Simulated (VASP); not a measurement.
```xyz
2
Lattice="0.0000 3.0019 3.0019 3.0019 0.0000 3.0019 3.0019 3.0019 0.0000" Properties=species:S:1:pos:R:3 pbc="T T T"
Pb     0.0000     0.0000     0.0000
S      3.0019     3.0019     3.0019
```

Level of theory: PBE GGA, VASP's PBE PAW potentials (set 64) (plane waves; VASP). Run with 480 eV cut-off, 8×8×8 Γ-centred mesh, Gaussian smearing of 0.050 eV, potentials Pb_d S.

Each relaxation starts from this cell; other phases were not tried.

**Question.** The cell is relaxed at 1 GPa. What happens?

**Answer.** The volume per atom goes from 27.05 to 26.60 Å³ (-1.7 %), and the cell becomes a = b = c = 5.9702 Å, α = β = γ = 90.00°, space group Fm-3m. The gap on the mesh goes from 0.49 to 0.43 eV.

**Question.** The cell is relaxed at 5 GPa. What happens?

**Answer.** The volume per atom goes from 27.05 to 25.02 Å³ (-7.5 %), and the cell becomes a = b = c = 5.8492 Å, α = β = γ = 90.00°, space group Fm-3m. The gap on the mesh goes from 0.49 to 0.20 eV.

Failed runs are left out, and for metals the shear rows, which the mesh's noise covers.

The compound is PbS in the rock salt structure.
